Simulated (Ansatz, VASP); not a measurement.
## One calculation of Cu3Pt, two programs

```
Cu Pt
1.0
     3.69759    0.00000    0.00000
     0.00000    3.69759    0.00000
     0.00000    0.00000    3.69759
Cu Pt
3 1
Direct
  0.00000 0.50000 0.50000
  0.50000 0.00000 0.50000
  0.50000 0.50000 0.00000
  0.00000 0.00000 0.00000
```

Change from the starting cell: volume scaled by 0.99, crystal datasets.

Alike in both runs: task electric field gradients; functional LDA; k mesh 9 × 9 × 9; occupations fermi-dirac, width 0.05 eV; no spin polarisation.

|  | VASP | Ansatz |
| --- | --- | --- |
| version | VASP 6.6.1 | Ansatz 0.2.0 |
| potentials or method | VASP PAW LDA potentials, release 64 (Cu, Pt), cutoff 520 eV | all-electron PAW with datasets made for the crystal, scalar-relativistic |

VASP gave:

```
pressure (GPa)                                                 : -9.7
Vzz of the field gradient on the site that differs most (V/Å²) : 28.8
```

Q: Estimate Ansatz's values.

A: Pressure (GPa): -10.5; Vzz of the field gradient on the site that differs most (V/Å²): 25.7.

Ansatz ran all-electron here, so the differences hold the error of VASP's frozen core and of both bases. Ansatz warned: «gradients_without_spin_orbit».

The runs have no spin-orbit coupling, so splittings on Pt are missing.
